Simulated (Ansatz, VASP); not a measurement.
# BaZrO3: VASP beside Ansatz, part 2 of 2

One calculation is typed for both programs; each brings its own data sets. How far apart do they land? The two relaxations start from unlike cells of this crystal (the structure described is Ansatz's start), so only their ends are compared.

VASP 6.6.1 and Ansatz 0.2.0.

So far: Set-up; VASP: relaxation of cell and atoms, PBE, spin-orbit coupling.

## Step 3: Ansatz: relaxation of cell and atoms, PBE, spin-orbit coupling

Level of this step: Ansatz beside VASP: Kohn-Sham DFT, plane waves, PBE, spin-orbit coupling (Ansatz).

Ansatz runs on its fully relativistic PAW (standard-fr) files.

Its own start cell and the same functional, mesh and smearing now go to Ansatz, which takes its cutoff from its data sets.

The input, input.yaml:

```yaml
crystal:
  lattice:
    - [4.19134, 0.0, 0.0]
    - [0.0, 4.19134, 0.0]
    - [0.0, 0.0, 4.19134]
  atoms:
    - { symbol: Ba, position: [0.0, 0.0, 0.0] }
    - { symbol: Zr, position: [0.5, 0.5, 0.5] }
    - { symbol: O, position: [0.5, 0.5, 0.0] }
    - { symbol: O, position: [0.5, 0.0, 0.5] }
    - { symbol: O, position: [0.0, 0.5, 0.5] }
kpoints:
  mp_grid: { grid: [6, 6, 6] }
scf:
  occupations: { method: fermi_dirac, width: 0.05 }
hamiltonian:
  xc: pbe
  pseudopotentials: { kind: paw_fr }
output:
  forces: true
  stress: true
relax:
  f_tol: 0.01
  max_steps: 60
  cell: {}
magnetization:
  noncollinear: true
  spin_orbit: true
```

On the command line:

```sh
> ansatz run input.yaml --threads 4 --pin off --max-ram 8192MiB --backend cpu --events-out ev --progress --plain --runs-dir out
```

Numbers of over 12 decimals in the logs are rounded to 6 here.

Log:

```text
Engine: ansatz 0.2.0, aarch64-unknown-linux-gnu
Pseudopotentials: kind: paw_fr
Pseudopotential: Ba, paw_fr, valence charge 10, recommended cutoff 420 eV (normal), Ba.paw.azcp#standard-fr
Pseudopotential: Zr, paw_fr, valence charge 12, recommended cutoff 420 eV (normal), Zr.paw.azcp#standard-fr
Pseudopotential: O, paw_fr, valence charge 6, recommended cutoff 420 eV (normal), O.paw.azcp#standard-fr
Functional definition: PBE
  parameter kappa = 0.804
  parameter beta = 0.066725
  exchange = pbe_x(kappa = kappa, mu = beta*pi^2/3)
  correlation = pbe_c(beta = beta)
non-collinear run that drives no moment, with spin-orbit: no starting moment large enough to seed its density (crystal.atoms[].spin), no starting occupations that ask for one, no magnetisation constraint and no magnetic field, so the semilocal B_xc is pinned to zero
Crystal: 5 atoms, lattice volume = 73.631 Å³
Basis set: ecut = 420 eV, 1419 PW (Γ), exchange–correlation on 60×60×60 points (8 copies of the dense FFT grid, shifted against one another)
Bands: 50, of which v1, the nominal top of the filled ones, is band 40 counted from 1 (39 counted from 0)
Symmetry: 48 space group operations + 48 with time reversal
Magnetic group: BNS 221.93 (UNI 1595), of the structure as read, at distance tolerance 4.2e-5 Å
k-points: 20 of 216
Projection manifold: j_resolved (fully-relativistic pseudo-atomic orbitals)
Non-local potential: Ba, projectors of the file, l = 0: 3, l = 1: 4, l = 2: 4, l = 3: 4
Non-local potential: Zr, projectors of the file, l = 0: 3, l = 1: 4, l = 2: 4, l = 3: 4
Non-local potential: O, projectors of the file, l = 0: 2, l = 1: 4, l = 2: 2
PAW form: soft (Blöchl's): semilocal exchange-correlation on the pseudo side does not see the compensation charge
PAW one-centre angular grid: Ba, 194 points (default); XC on 64 Gauss nodes
PAW one-centre angular grid: Zr, 590 points (default); XC on 64 Gauss nodes
PAW one-centre angular grid: O, 110 points (default); XC on 64 Gauss nodes
Initial density: superposition of atomic densities (chi_scale 0.1, normalization cell, long waves kept (reshape's long-wave potential 0.00 eV rms))
Initial wavefunctions: pseudopotential atomic-orbital guess
Functional: x = pbe(κ = 0.804, μ = 0.219515), c = pbe(β = 0.066725)
SCF iter   1: F=—  HF=-11850.372505 eV  |F-HF|=—  |Δ(HF+E_count)|=         —  Δρ=4.88e-2  dr2=1.22e0  dr2_m=0.00e0 (ungated)  ethr=3.10e-3  |M|=0.00e0 ∫|m|=0.00e0 μB  |m|>n=0.0e0 m-floor=0.0e0 τ_xc=0.0e0  β_m=0.30  ⟨swp⟩=10.8  Hψ=2810  notcnv=0
preconditioner: auto → Resta (q_TF=auto, 2.464 Å⁻¹)  ε∞=4.1  [insulator: Δε(μ)=2.859 eV  Ē_g=14.224 eV  σ=0.050 eV  W_gap=1.00  n_scr=18 (ndim 8)  ℏωp=25.2 eV  f_vac=0.000  D(μ)=0.00/eV (n_scr^D=0)  ε∞_Penn≈4.1]
spin=Noncollinear: Resta preconditioning applied to the charge; magnetization (m_x, m_y, m_z) channels mix plain (no charge-response kernel on spin).
SCF iter   2: F=—  HF=-11850.280838 eV  |F-HF|=—  |Δ(HF+E_count)|=   9.17e-2  Δρ=3.13e-2  dr2=5.74e-1  dr2_m=0.00e0 (ungated)  ethr=3.04e-3  |M|=0.00e0 ∫|m|=0.00e0 μB  |m|>n=0.0e0 m-floor=0.0e0 τ_xc=0.0e0  β_m=0.57  ⟨swp⟩=1.9  Hψ=640  notcnv=0  defer=66
SCF iter   3: F=—  HF=-11850.282016 eV  |F-HF|=—  |Δ(HF+E_count)|=   1.18e-3  Δρ=1.29e-2  dr2=8.42e-2  dr2_m=0.00e0 (ungated)  ethr=1.44e-3  |M|=0.00e0 ∫|m|=0.00e0 μB  |m|>n=0.0e0 m-floor=0.0e0 τ_xc=0.0e0  β_m=0.57  ⟨swp⟩=3.0  Hψ=947  notcnv=0  defer=70
SCF iter   4: F=—  HF=-11850.285488 eV  |F-HF|=—  |Δ(HF+E_count)|=   3.47e-3  Δρ=3.02e-3  dr2=3.67e-3  dr2_m=0.00e0 (ungated)  ethr=2.11e-4  |M|=0.00e0 ∫|m|=0.00e0 μB  |m|>n=0.0e0 m-floor=0.0e0 τ_xc=0.0e0  β_m=0.79  ⟨swp⟩=2.9  Hψ=872  notcnv=0  defer=70
SCF iter   5: F=—  HF=-11850.289491 eV  |F-HF|=—  |Δ(HF+E_count)|=   4.00e-3  Δρ=4.21e-4  dr2=7.21e-5  dr2_m=0.00e0 (ungated)  ethr=9.18e-6  |M|=0.00e0 ∫|m|=0.00e0 μB  |m|>n=0.0e0 m-floor=0.0e0 τ_xc=0.0e0  β_m=0.85  ⟨swp⟩=2.0  Hψ=896  notcnv=0  defer=70
SCF iter   6: F=—  HF=-11850.289604 eV  |F-HF|=—  |Δ(HF+E_count)|=   1.13e-4  Δρ=1.06e-4  dr2=8.29e-6  dr2_m=0.00e0 (ungated)  ethr=1.80e-7  |M|=0.00e0 ∫|m|=0.00e0 μB  |m|>n=0.0e0 m-floor=0.0e0 τ_xc=0.0e0  β_m=0.92  ⟨swp⟩=2.1  Hψ=863  notcnv=0  defer=70
SCF iter   7: F=—  HF=-11850.289620 eV  |F-HF|=—  |Δ(HF+E_count)|=   1.57e-5  Δρ=2.38e-5  dr2=5.83e-7  dr2_m=0.00e0 (ungated)  ethr=2.07e-8  |M|=0.00e0 ∫|m|=0.00e0 μB  |m|>n=0.0e0 m-floor=0.0e0 τ_xc=0.0e0  β_m=0.96  ⟨swp⟩=2.0  Hψ=760  notcnv=0  defer=70
SCF iter   8: F=-11850.289620 eV  HF=-11850.289620 eV  |F-HF|=7.23e-9  |Δ(HF+E_count)|=   6.09e-7  Δρ=4.18e-6  dr2=9.70e-9  dr2_m=0.00e0 (ungated)  ethr=2.50e-10  |M|=0.00e0 ∫|m|=0.00e0 μB  |m|>n=0.0e0 m-floor=0.0e0 τ_xc=0.0e0  ⟨swp⟩=4.8  Hψ=1868  notcnv=0
SCF 1 converged in 8 iterations: F = -11850.289620 eV  dr2 = 9.70e-9
  greatest PAW one-centre occupation: 0.995 electrons in one spin orbital (limit 2), on the Zr atom at site 1 (counted from 0), in its partial waves of l = 0
[...]
SCF iter   2: F=—  HF=-11850.313399 eV  |F-HF|=—  |Δ(HF+E_count)|=   2.17e-5  Δρ=1.45e-4  dr2=1.87e-6  dr2_m=0.00e0 (ungated)  ethr=1.38e-8  |M|=0.00e0 ∫|m|=0.00e0 μB  |m|>n=0.0e0 m-floor=0.0e0 τ_xc=0.0e0  β_m=0.46  ⟨swp⟩=2.0  Hψ=833  notcnv=0
SCF iter   3: F=—  HF=-11850.313415 eV  |F-HF|=—  |Δ(HF+E_count)|=   1.67e-5  Δρ=5.69e-5  dr2=2.80e-7  dr2_m=0.00e0 (ungated)  ethr=4.69e-9  |M|=0.00e0 ∫|m|=0.00e0 μB  |m|>n=0.0e0 m-floor=0.0e0 τ_xc=0.0e0  β_m=0.56  ⟨swp⟩=2.4  Hψ=838  notcnv=0
SCF iter   4: F=—  HF=-11850.313418 eV  |F-HF|=—  |Δ(HF+E_count)|=   3.12e-6  Δρ=3.11e-6  dr2=3.27e-9  dr2_m=0.00e0 (ungated)  ethr=6.99e-10  |M|=0.00e0 ∫|m|=0.00e0 μB  |m|>n=0.0e0 m-floor=0.0e0 τ_xc=0.0e0  β_m=0.75  ⟨swp⟩=2.0  Hψ=805  notcnv=0
SCF iter   5: F=-11850.313418 eV  HF=-11850.313418 eV  |F-HF|=6.18e-11  |Δ(HF+E_count)|=   3.49e-9  Δρ=3.72e-7  dr2=3.54e-11  dr2_m=0.00e0 (ungated)  ethr=1.00e-12  |M|=0.00e0 ∫|m|=0.00e0 μB  |m|>n=0.0e0 m-floor=0.0e0 τ_xc=0.0e0  ⟨swp⟩=4.0  Hψ=2295  notcnv=0
SCF 5 converged in 5 iterations: F = -11850.313418 eV  dr2 = 3.54e-11
relax step   5: F+E_penalty+E_count = -11850.31341840 eV  Δ(F+E_penalty+E_count) = -6.796e-3 eV  max|allowed force component| = 7.981e-30 eV/Å  Δτ_max = 0.0000 Å  P = +0.144 GPa  Ω = 75.463 Å³  stress off target by 1.44e-1 GPa  SCF on the basis re-selected at this cell (its energy is not comparable with the rows above)  (5 SCF iters)
[...]
relax step   6: F+E_penalty+E_count = -11850.31324219 eV  Δ(F+E_penalty+E_count) = +1.762e-4 eV  max|allowed force component| = 7.678e-30 eV/Å  Δτ_max = 0.0000 Å  P = +0.004 GPa  Ω = 75.533 Å³  energy of the carried Pulay correction = -2.084e-4 eV  (4 SCF iters, dr2 threshold 5.21e-8 eV, accepted)
[...]
relax step   7: F+E_penalty+E_count = -11850.31339701 eV  Δ(F+E_penalty+E_count) = -1.548e-4 eV  max|allowed force component| = 7.263e-29 eV/Å  Δτ_max = 0.0000 Å  P = +0.006 GPa  Ω = 75.533 Å³  stress off target by 5.69e-3 GPa  SCF on the basis re-selected at this cell (its energy is not comparable with the rows above)  (5 SCF iters)
basis re-selected at this cell: Δ(F+E_penalty+E_count) = -1.548e-4 eV, ΔP = +0.002 GPa vs the last step (what re-selecting the basis moved, of the pressure what is left beyond the Pulay correction that the steps carried, after the strain that the cell walked since its last selection, with what the two solves' SCF thresholds leave and, on support functions, any second-order correction that the steps lacked; it is no m [...]
SCF converged after 5 iterations
Magnetization: |M| = 0.0000 μB,  M = (+0.0000, +0.0000, +0.0000) μB
Absolute magnetization: 0.0000 μB (∫|m|)
  site 0: m = (+0.0000, +0.0000, +0.0000) μB, |m| = 0.0000 μB  (R = 1.23 Å)
  site 1: m = (+0.0000, +0.0000, +0.0000) μB, |m| = 0.0000 μB  (R = 0.87 Å)
  site 2: m = (+0.0000, +0.0000, +0.0000) μB, |m| = 0.0000 μB  (R = 0.87 Å)
  site 3: m = (+0.0000, +0.0000, +0.0000) μB, |m| = 0.0000 μB  (R = 0.87 Å)
  site 4: m = (+0.0000, +0.0000, +0.0000) μB, |m| = 0.0000 μB  (R = 0.87 Å)
Free energy (F): -11850.313397 eV
Harris-Foulkes:  -11850.313397 eV  (|F-HF|=5.09e-11)
Internal energy: -11850.313397 eV  (E = F + TS)
E sigma→0 (E₀):  -11850.313397 eV
Fermi energy:    11.112874 eV
--- Per-component energies (eV) ---
  E_band       = -105.791868
  E_kinetic    = 1030.792307
  E_local      = -1969.301865  (includes V_loc(G=0)·N_el)
  E_nonlocal   = 275.804021
  E_hartree    = 696.225215
  E_xc         = -555.362571
  E_vxc        = -614.462057  (∫ρ·V_xc dr)
  E_paw        = -8657.503048  (= ΣΔE_a)
  E_vpaw       = -221.082038  (= ΣTr[D̂ρ^β])
  E_aug_tail   = 0.007393  (compensation charges beyond the density's cutoff)
  E_ewald      = -2670.974849
  E_smearing   = -0.000000  (= −TS)
  E_closure    = 0.000000  (closes the sum)
  Σ components = -11850.313397   (vs F -11850.313397, Δ=0.00e0)
--- Forces (eV/Å), atoms counted from 1 ---
  atom   1  Ba     0.00000000    -0.00000000     0.00000000
  atom   2  Zr    -0.00000000     0.00000000    -0.00000000
  atom   3  O      0.00000000    -0.00000000    -0.00000000
  atom   4  O     -0.00000000     0.00000000    -0.00000000
  atom   5  O      0.00000000    -0.00000000     0.00000000
  max |Σ_I F_I| component: 3.66e-29 eV/Å
--- Stress (GPa, compression-positive) ---
        0.005690      -0.000000       0.000000
       -0.000000       0.005690       0.000000
       -0.000000       0.000000       0.005690
  P = ⅓ Tr σ = 0.0057 GPa (0.057 kbar)
--- Relaxed structure (5 steps of the walk, 5 accepted, 2 SCFs on fresh bases) ---
  F+E_penalty+E_count = -11850.31339701 eV   max|allowed force component| = 7.263e-29 eV/Å   (the final SCF, on the basis selected at the relaxed cell)
  cell:  # Å, volume = 75.5326 Å³
    - [4.227122, 0, 0]
    - [0, 4.227122, 0]
    - [0, 0, 4.227122]
  atoms:
    - { symbol: Ba, position: [0, 0, 0] }
    - { symbol: Zr, position: [0.500000, 0.500000, 0.500000] }
    - { symbol: O, position: [0.500000, 0.500000, 0] }
    - { symbol: O, position: [0.500000, 0, 0.500000] }
    - { symbol: O, position: [0, 0.500000, 0.500000] }
```

The column dr2 measures how far the density is from self-consistency, as an energy; F and HF (Harris–Foulkes) agree once it is small.

## Step 4: Side by side

Known differences besides the potentials themselves: spin-orbit coupling enters by fully relativistic files in Ansatz and inside the spheres in VASP; the cutoff is 420 eV in Ansatz and 600 eV in VASP; Ansatz adds a Pulay correction to the stress that steers its cell, VASP none. Total energies have different zeros and are not compared.

The two programs side by side:

```csv
quantity,Ansatz,VASP,difference
volume (Å³),75.53,75.93,-0.53 %
"edge a after relaxation, in the typed setting (Å)",4.227,4.235,-0.18 %
```

## Step 5: Results

- difference in volume (relaxation of cell and atoms, PBE, spin-orbit coupling): -0.53 %

What this shows: The difference in volume is -0.53 % (relaxation of cell and atoms, PBE, spin-orbit coupling), within the 1.2 % picked in this series as the mark of a large difference, as far as the stopping tolerances let one tell. Such differences can come from data sets, numerical settings and the points named under the comparisons, not from the functional's error against experiment.

[Lines on the potential files, build, host, timing and source positions are cut from VASP's logs without a mark.]

[Logs are printed without paths, hosts, clocks, repeated set-up lines and the standing remarks that a program may print on its own settings, such as how far it seeks lower states.]

[Hosts, paths, dates, database ids (printed as entryN), source tags and the programs' standing remarks are cut or masked in the printed files.]
